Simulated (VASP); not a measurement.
Input:

```
CELL_PARAMETERS angstrom
      2.14330    -5.28378     0.00000
      2.14330     5.28378     0.00000
      0.00000     0.00000     3.83365
ATOMIC_POSITIONS crystal
  Y  0.14063 0.85937 0.25000
  Y  0.85937 0.14063 0.75000
  Si 0.42448 0.57552 0.25000
  Si 0.57552 0.42448 0.75000
```

Level of theory: LDA (Ceperley-Alder, Perdew-Zunger), VASP's LDA PAW potentials (set 64) (plane waves; VASP). Run with 300 eV cut-off, 6×6×6 Γ-centred mesh, Fermi-Dirac smearing of 0.10 eV, potentials Y_sv Si.

Question: Give the energies of bands 10 to 18 at the high-symmetry points, in eV from the Fermi level.

Answer: 
| band | Γ | Y | C0 | Z | A0 | T | S | R |
|---|---|---|---|---|---|---|---|---|
| 10 | -5.93 | -6.60 | -5.36 | -7.92 | -7.77 | -7.67 | -5.36 | -7.81 |
| 11 | -2.76 | -2.06 | -4.37 | -2.92 | -3.35 | -3.80 | -4.11 | -3.08 |
| 12 | -2.30 | -1.96 | -2.29 | -2.92 | -3.35 | -3.80 | -2.79 | -3.08 |
| 13 | -1.60 | -1.81 | -2.11 | -2.07 | -1.99 | -1.62 | -2.28 | -2.17 |
| 14 | -1.24 | -1.07 | -1.78 | -2.07 | -1.99 | -1.62 | -1.67 | -2.17 |
| 15 | 0.24 | -0.66 | 0.65 | -0.95 | -0.20 | -0.03 | 0.42 | -0.37 |
| 16 | 0.77 | 1.40 | 0.66 | -0.95 | -0.20 | -0.03 | 0.83 | -0.37 |
| 17 | 1.74 | 1.76 | 1.25 | 2.93 | 2.30 | 1.54 | 1.33 | 3.05 |
| 18 | 2.56 | 2.03 | 1.57 | 2.94 | 2.30 | 1.54 | 2.26 | 3.05 |

It has no gap at this level: it comes out as a metal or semimetal.

The structure comes from a computed database's YSi entry (Cmcm); how it stands against other phases isn't given here. The cell was not relaxed at this level.
